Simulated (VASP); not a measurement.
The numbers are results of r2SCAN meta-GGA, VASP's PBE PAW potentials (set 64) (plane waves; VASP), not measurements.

VASP ran on this input.

INCAR:
```
! general
SYSTEM   =  RuAs
PREC     =  Accurate
ENCUT    =  400
LREAL    =  F
LASPH    =  T

! electronic loop
EDIFF    =  1E-7
NELM     =  100
ALGO     =  Normal
LMAXMIX  =  4
LMIXTAU  =  T

! smearing
ISMEAR   =  -5

! functional
METAGGA  =  R2SCAN

! ions
ISIF     =  2

! output
LWAVE    =  F
LCHARG   =  F
LORBIT   =  11
NEDOS    =  601
```

File KPOINTS_OPT:
```
k-points along high-symmetry lines
10
Line-mode
Reciprocal
  0.000000   0.000000   0.000000 ! GAMMA
  0.500000   0.000000   0.500000 ! X

  0.500000   0.000000   0.500000 ! X
  0.625000   0.250000   0.625000 ! U

  0.375000   0.375000   0.750000 ! K
  0.000000   0.000000   0.000000 ! GAMMA

  0.000000   0.000000   0.000000 ! GAMMA
  0.500000   0.500000   0.500000 ! L

  0.500000   0.500000   0.500000 ! L
  0.500000   0.250000   0.750000 ! W

  0.500000   0.250000   0.750000 ! W
  0.500000   0.000000   0.500000 ! X
```

**KPOINTS**
```
Automatic mesh
0
Gamma
14 14 14
0 0 0
```

### POSCAR
```
RuAs
1
   -0.0000000000     2.5193178287     2.5193178287
    2.5193178287    -0.0000000000     2.5193178287
    2.5193178287     2.5193178287    -0.0000000000
Ru As
1 1
Direct
  0.0000000000   0.0000000000   0.0000000000
  0.5000000000   0.5000000000   0.5000000000
```

POTCAR, in this order: Ru_pv As (PBE.64 set). Program: vasp_std.

Output of the run:

**OUTCAR**
```
 ion  position               nearest neighbor table
   1  0.000  0.000  0.000-   2 2.52   2 2.52   2 2.52   2 2.52   2 2.52   2 2.52
   2  0.500  0.500  0.500-   1 2.52   1 2.52   1 2.52   1 2.52   1 2.52   1 2.52
  LATTYP: Found a face centered cubic cell.
 ALAT       =     5.0386356574
 Subroutine PRICEL returns:
 Original cell was already a primitive cell.
 Subroutine GETGRP returns: Found 48 space group operations
The static configuration has the point symmetry O_h .
The dynamic configuration has the point symmetry O_h .
 Subroutine INISYM returns: Found 48 space group operations
 Subroutine IBZKPT returns following result:
 Found    104 irreducible k-points:

 Following reciprocal coordinates:
            Coordinates               Weight
  0.000000  0.000000  0.000000      1.000000
  0.071429  0.000000  0.000000      8.000000
  0.142857  0.000000  0.000000      8.000000
  0.214286  0.000000  0.000000      8.000000
  0.285714  0.000000  0.000000      8.000000
  0.357143  0.000000  0.000000      8.000000
  0.428571  0.000000  0.000000      8.000000
  0.500000  0.000000  0.000000      4.000000
  0.071429  0.071429  0.000000      6.000000
  0.142857  0.071429  0.000000     24.000000
  0.214286  0.071429  0.000000     24.000000
  0.285714  0.071429  0.000000     24.000000
  0.357143  0.071429  0.000000     24.000000
  0.428571  0.071429  0.000000     24.000000
  0.500000  0.071429  0.000000     24.000000
 -0.428571  0.071429  0.000000     24.000000
 -0.357143  0.071429  0.000000     24.000000
 -0.285714  0.071429  0.000000     24.000000
 -0.214286  0.071429  0.000000     24.000000
 -0.142857  0.071429  0.000000     24.000000
 -0.071429  0.071429  0.000000     12.000000
  0.142857  0.142857  0.000000      6.000000
  0.214286  0.142857  0.000000     24.000000
  0.285714  0.142857  0.000000     24.000000
  0.357143  0.142857  0.000000     24.000000
  0.428571  0.142857  0.000000     24.000000
  0.500000  0.142857  0.000000     24.000000
 -0.428571  0.142857  0.000000     24.000000
 -0.357143  0.142857  0.000000     24.000000
 -0.285714  0.142857  0.000000     24.000000
 -0.214286  0.142857  0.000000     24.000000
 -0.142857  0.142857  0.000000     12.000000
  0.214286  0.214286  0.000000      6.000000
  0.285714  0.214286  0.000000     24.000000
  0.357143  0.214286  0.000000     24.000000
  0.428571  0.214286  0.000000     24.000000
  0.500000  0.214286  0.000000     24.000000
 -0.428571  0.214286  0.000000     24.000000
 -0.357143  0.214286  0.000000     24.000000
 -0.285714  0.214286  0.000000     24.000000
   k-points           NKPTS =    104   k-points in BZ     NKDIM =    104   number of bands    NBANDS=     13
   number of dos      NEDOS =    601   number of ions     NIONS =      2
   total plane-waves  NPLWV =  13824
   dimension x,y,z NGX =    24 NGY =   24 NGZ =   24
   dimension x,y,z NGXF=    48 NGYF=   48 NGZF=   48
   ions per type =               1   1
   PREC   = accura    normal or accurate (medium, high low for compatibility)
   ISTART =      0    job   : 0-new  1-cont  2-samecut
   ICHARG =      2    charge: 1-file 2-atom 10-const
   ISPIN  =      1    spin polarized calculation?
   LNONCOLLINEAR =      F non collinear calculations
   LSORBIT =      F    spin-orbit coupling
   INIWAV =      1    electr: 0-lowe 1-rand  2-diag
   ENCUT  =  400.0 eV  29.40 Ry    5.42 a.u.   5.81  5.81  5.81*2*pi/ulx,y,z
   NELM   =    100;   NELMIN=  2; NELMDL= -5     # of ELM steps
   EDIFF  = 0.1E-06   stopping-criterion for ELM
   LREAL  =      F    real-space projection
   NLSPLINE    = F    spline interpolate recip. space projectors
   LMAXMIX     =    4 max onsite mixed and CHGCAR
...
```

File OSZICAR:
```
       N       E                     dE             d eps       ncg     rms          rms(c)
DAV:   1     0.813409376431E+02    0.81341E+02   -0.95150E+03  2888   0.114E+03
DAV:   2    -0.422579496771E+02   -0.12360E+03   -0.12112E+03  3204   0.325E+02
DAV:   3    -0.448421908485E+02   -0.25842E+01   -0.25411E+01  3227   0.487E+01
DAV:   4    -0.448706443910E+02   -0.28454E-01   -0.28372E-01  3583   0.473E+00
DAV:   5    -0.448711422209E+02   -0.49783E-03   -0.49845E-03  3389   0.451E-01    0.141E+01
DAV:   6    -0.395282148674E+02    0.53429E+01   -0.59070E+00  2759   0.298E+01    0.445E+00
DAV:   7    -0.394876540116E+02    0.40561E-01   -0.88106E-01  2734   0.116E+01    0.371E+00
DAV:   8    -0.395233354472E+02   -0.35681E-01   -0.68469E-02  2794   0.269E+00    0.142E+00
DAV:   9    -0.395200682233E+02    0.32672E-02   -0.46469E-02  2859   0.253E+00    0.141E-01
DAV:  10    -0.395190523343E+02    0.10159E-02   -0.45842E-03  3239   0.771E-01    0.934E-02
DAV:  11    -0.395202651118E+02   -0.12128E-02   -0.20662E-03  2994   0.468E-01    0.824E-02
DAV:  12    -0.395203292474E+02   -0.64136E-04   -0.42258E-04  3069   0.263E-01    0.357E-02
DAV:  13    -0.395203535364E+02   -0.24289E-04   -0.64473E-05  3069   0.106E-01    0.543E-03
DAV:  14    -0.395203382584E+02    0.15278E-04   -0.56543E-06  3254   0.284E-02    0.509E-03
DAV:  15    -0.395203582939E+02   -0.20036E-04   -0.31354E-06  2859   0.237E-02    0.217E-03
DAV:  16    -0.395203457428E+02    0.12551E-04   -0.15360E-06  2814   0.170E-02    0.735E-04
DAV:  17    -0.395203471620E+02   -0.14192E-05   -0.30374E-08  1742   0.188E-03    0.349E-04
DAV:  18    -0.395203471005E+02    0.61445E-07   -0.48460E-09  1387   0.640E-04
   1 F= -.39520347E+02 E0= -.39520347E+02  d E =0.000000E+00
       N       E                     dE             ncg
```

**OUTCAR**
```
------------------------ aborting loop because EDIFF is reached ----------------------------------------
  FORCE on cell =-STRESS in cart. coord.  units (eV):
  Direction    XX          YY          ZZ          XY          YZ          ZX
  --------------------------------------------------------------------------------------
  Total        0.0183197      0.0183197      0.0183197     -0.0000000     -0.0000000     -0.0000000
  in kB        0.9178027      0.9178027      0.9178027     -0.0000000     -0.0000000     -0.0000000
  external PRESSURE =       0.9178027 kB  Pullay stress =       0.0000000 kB
  volume of cell :       31.98
      direct lattice vectors                 reciprocal lattice vectors
     0.000000000  2.519317829  2.519317829    -0.198466424  0.198466424  0.198466424
     2.519317829  0.000000000  2.519317829     0.198466424 -0.198466424  0.198466424
     2.519317829  2.519317829  0.000000000     0.198466424  0.198466424 -0.198466424
 POSITION                                       TOTAL-FORCE (eV/Angst)
 -----------------------------------------------------------------------------------
      0.00000      0.00000      0.00000         0.000000     -0.000000     -0.000000
      2.51932      2.51932      2.51932        -0.000000      0.000000      0.000000
 -----------------------------------------------------------------------------------
    total drift:                                0.000000     -0.000000     -0.000000
  FREE ENERGIE OF THE ION-ELECTRON SYSTEM (eV)
  ---------------------------------------------------
  free  energy   TOTEN  =       -39.5203471005 eV

  energy  without entropy=      -39.5203471005  energy(sigma->0) =      -39.52034710

 total charge

# of ion       s       p       d       tot
------------------------------------------
    1        0.279   6.180   6.261  12.720
    2        1.206   1.548   0.089   2.844
--------------------------------------------------
tot          1.485   7.728   6.350  15.563
```
(Selected blocks of OUTCAR.)

For a metal the tetrahedron method with Blöchl corrections gives inexact stress and forces.

The structure was generated: RuAs was put into the rock salt type (Fm-3m), which need not be its known phase. It was relaxed first, which changed the volume by -32 %. The electron count is odd and the run is not spin-polarised, which forces a metal.
